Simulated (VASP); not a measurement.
A VASP calculation is set up with these files.

### POSCAR
```
PtSe2
1
    1.8748868494    -3.2473995287     0.0000000000
    1.8748868494     3.2473995287     0.0000000000
    0.0000000000     0.0000000000     6.4583648933
Pt Se
1 2
Direct
  0.0000000000   0.0000000000   0.0000000000
  0.3333330000   0.6666670000   0.2025808640
  0.6666670000   0.3333330000   0.7974191360
```

KPOINTS:
```
K-points
0
gamma
  6 6 3
0 0 0
```

**INCAR**
```
# general
SYSTEM   =  PtSe2
PREC     =  Accurate
ENCUT    =  520
LREAL    =  F
LASPH    =  T

# electronic loop
EDIFF    =  1E-6
NELM     =  100
ALGO     =  Normal
LMAXMIX  =  6

# smearing
ISMEAR   =  0
SIGMA    =  0.05

# functional
GGA      =  PE

# output
LWAVE    =  F
LCHARG   =  T
```

POTCAR, in this order: Pt Se (PBE.64 set). Program: vasp_std.

Write an equivalent input for Ansatz.

One equivalent input (not run):
Ansatz 0.2 input:
```yaml
crystal:
  lattice:
    - [1.8748868, -3.2473995, 0.0000000]
    - [1.8748868, 3.2473995, 0.0000000]
    - [0.0000000, 0.0000000, 6.4583649]
  atoms:
    - { symbol: Pt, position: [0.0000000, 0.0000000, 0.0000000] }
    - { symbol: Se, position: [0.3333330, 0.6666670, 0.2025809] }
    - { symbol: Se, position: [0.6666670, 0.3333330, 0.7974191] }
kpoints:
  mp_grid: { grid: [6, 6, 3] }
hamiltonian:
  xc: pbe
  pseudopotentials: { kind: paw }
scf:
  occupations: { method: gaussian, width: 0.05 }
  max_iter: 100
output: { forces: true, stress: true, eigenvalues: true }
```
The two are equivalent in intent, not identical: each code has its own PAW files, so the cut-off isn't converted (ENCUT is set for VASP's; basis.ecutwfc is left out, and Ansatz then takes the one that its files recommend); Ansatz stops its SCF on the density residual and VASP on the energy change (EDIFF).

The compound is PtSe2 in the 1T layered structure. It was relaxed first, which changed the volume by +28 %.
